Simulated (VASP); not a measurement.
Input:

```
CELL_PARAMETERS angstrom
      3.25141     0.00000     0.00000
     -1.62570     2.81580     0.00000
      0.00000     0.00000     5.44920
ATOMIC_POSITIONS crystal
  Li 0.66667 0.33333 0.38261
  Li 0.33333 0.66667 0.61739
  Hf 0.00000 0.00000 0.00000
  N  0.66667 0.33333 0.77877
  N  0.33333 0.66667 0.22123
```

Computed with HSE06 screened hybrid, VASP's PBE PAW potentials (set 64) (plane waves; VASP). Run with 500 eV cut-off, 6×6×4 Γ-centred mesh, Gaussian smearing of 0.050 eV, potentials Li_sv Hf_pv N.

Give the force on each atom (eV/Å).

```tsv
atom	Fx	Fy	Fz
Li1	0.000	0.000	0.005
Li2	0.000	0.000	-0.005
Hf3	0.000	0.000	0.000
N4	0.000	0.000	0.311
N5	0.000	0.000	-0.311
```

Give the stress tensor in GPa (positive for a compressed cell).

```
-4.44   0.00   0.00
 0.00  -4.44   0.00
 0.00   0.00  -3.90
```
The pressure is its mean diagonal, -4.26 GPa.

The structure comes from a computed database's Li2HfN2 entry (P-3m1); how it stands against other phases isn't given here. It was relaxed first. The cell's shape comes from a PBE relaxation.
